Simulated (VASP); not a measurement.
Method: PBE GGA, VASP's PBE PAW potentials (set 64) (plane waves; VASP).

Input for VASP

File POSCAR:
```
NiSi2
5.36330
  0.0000000000   0.5000000000   0.5000000000
  0.5000000000   0.0000000000   0.5000000000
  0.5000000000   0.5000000000   0.0000000000
Si Ni
2 1
direct
  0.2500000000   0.2500000000   0.2500000000
  0.7500000000   0.7500000000   0.7500000000
  0.0000000000   0.0000000000   0.0000000000
```

INCAR:
```
SYSTEM = NiSi2
PREC = Accurate
ENCUT = 300
EDIFF = 1E-6
NELM = 100
ALGO = Normal
LREAL = .FALSE.
LASPH = .TRUE.
ISMEAR = -1
SIGMA = 0.05
GGA = PE
LMAXMIX = 4
LWAVE = .FALSE.
LCHARG = .FALSE.
ISIF = 2
```

### KPOINTS
```
Automatic mesh
0
Gamma
14 14 14
0 0 0
```

POTCAR, in this order: Si Ni (PBE.64 set). Program: vasp_std.

At this cut-off the stress carries a Pulay error, which pulls relaxed volumes low.

Question: Predict the energy per atom (σ→0), pressure, band gap (on the k-mesh).

Answer: 
The energy per atom (σ→0) comes out as -5775 meV/atom. The band gap (on the k-mesh) is none (metal, semimetal or under 0.01 eV) and the pressure is 6.96 GPa.

File OSZICAR:
```
...
DAV:   8    -0.173833461005E+02    0.35792E-01   -0.21547E+00  3944   0.237E+01    0.281E+00
DAV:   9    -0.173299948560E+02    0.53351E-01   -0.29641E-01  3272   0.112E+01    0.596E-01
DAV:  10    -0.173286144551E+02    0.13804E-02   -0.11113E-02  3575   0.213E+00    0.242E-01
DAV:  11    -0.173287323170E+02   -0.11786E-03   -0.92201E-04  3182   0.230E-01    0.378E-02
DAV:  12    -0.173287642200E+02   -0.31903E-04   -0.55482E-05  3589   0.135E-01    0.222E-02
DAV:  13    -0.173287645430E+02   -0.32294E-06   -0.24517E-05  3221   0.100E-01    0.841E-03
DAV:  14    -0.173287648136E+02   -0.27068E-06   -0.15341E-06  2501   0.149E-02
   1 F= -.17328765E+02 E0= -.17325139E+02  d E =-.725211E-02
```

The structure is a typed NiSi2 crystal. The cell was not relaxed at this level, and its volume differs by -5.9 % from the start's. The run is not spin-polarised, so no magnetic state was tried.
